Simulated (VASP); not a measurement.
A convergence study with VASP on PtS$_{2}$ (1T layered): one setting is varied, all else stays as given below, so the limit is that of these other settings.

```
PtS2
1.0
    1.77000    -3.06573     0.00000
    1.77000     3.06573     0.00000
    0.00000     0.00000     5.04000
Pt S
1 2
Direct
  0.00000   0.00000   0.00000
  0.33333   0.66667   0.23000
  0.66667   0.33333   0.77000
```

The numbers are results of PBE GGA, VASP's PBE PAW potentials (set 64) (plane waves; VASP 6.6.1), not measurements. The tightest run used: 550 eV cut-off, 16×16×10 Γ-centred mesh, tetrahedra with Blöchl corrections, potentials Pt S.

The settings run are 3×3×2 mesh; 4×4×2 mesh; 5×5×3 mesh; 6×6×4 mesh; 7×7×4 mesh; 8×8×5 mesh; 9×9×6 mesh; 10×10×6 mesh; 11×11×7 mesh; 12×12×8 mesh; 13×13×8 mesh; 14×14×9 mesh; 15×15×9 mesh; 16×16×10 mesh. From which on does the stress (every component) stay within 0.5 GPa of the tightest run?

From 5×5×3 mesh on: it is off by 0.31 there and by no more than 0.5 in any finer run, while 4×4×2 mesh is off by 0.66.
```
setting        E (eV/atom)  pressure (GPa)  largest force (eV/Å)  irreducible k-points  difference judged (GPa)
-------------  -----------  --------------  --------------------  --------------------  -----------------------
3×3×2 mesh         -5.1333            9.60                 0.892                     6                     0.53
4×4×2 mesh         -5.1066            9.96                 1.100                     8                     0.66
5×5×3 mesh         -5.1011           10.08                 1.034                    12                     0.31
6×6×4 mesh         -5.0989           10.14                 1.018                    24                     0.08
7×7×4 mesh         -5.0989           10.12                 1.016                    28                     0.06
8×8×5 mesh         -5.0997           10.11                 1.017                    40                     0.00
9×9×6 mesh         -5.0997           10.11                 1.016                    62                     0.00
10×10×6 mesh       -5.0996           10.11                 1.016                    72                     0.00
11×11×7 mesh       -5.0996           10.11                 1.016                    94                     0.00
12×12×8 mesh       -5.0996           10.11                 1.016                   131                     0.00
13×13×8 mesh       -5.0996           10.11                 1.016                   147                     0.00
14×14×9 mesh       -5.0996           10.11                 1.016                   184                     0.00
15×15×9 mesh       -5.0996           10.11                 1.016                   211                     0.00
16×16×10 mesh      -5.0996           10.11                 1.016                   264                     0.00
```

Left out are rungs that failed or repeat a setting and relaxations that didn't move; long series are thinned to 24 rows.

The compound is PtS2 in the 1T layered structure. The cell was not relaxed at this level, forces remain on its atoms.
